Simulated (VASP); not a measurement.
Data:

```yaml
crystal:
  lattice:
    - [0.00000, 3.04407, 3.04407]
    - [3.04407, 0.00000, 3.04407]
    - [3.04407, 3.04407, 0.00000]
  atoms:
    - { symbol: Ba, position: [0.00000, 0.00000, 0.00000] }
    - { symbol: F, position: [0.25000, 0.25000, 0.25000] }
    - { symbol: F, position: [0.75000, 0.75000, 0.75000] }
```

These are vdW-DF-cx, VASP's PBE PAW potentials (set 64) (plane waves; VASP) values and carry that method's errors. Run with 520 eV cut-off, 6×6×6 Γ-centred mesh, Gaussian smearing of 0.050 eV, potentials Ba_sv F.

Give the stress tensor in GPa (positive for a compressed cell).

```
4.09  0.00  0.00
0.00  4.09  0.00
0.00  0.00  4.09
```
The pressure is its mean diagonal, 4.09 GPa.

The compound is BaF2 in the fluorite structure. This cell is one point of a volume scan, at 0.94 of the reference volume.
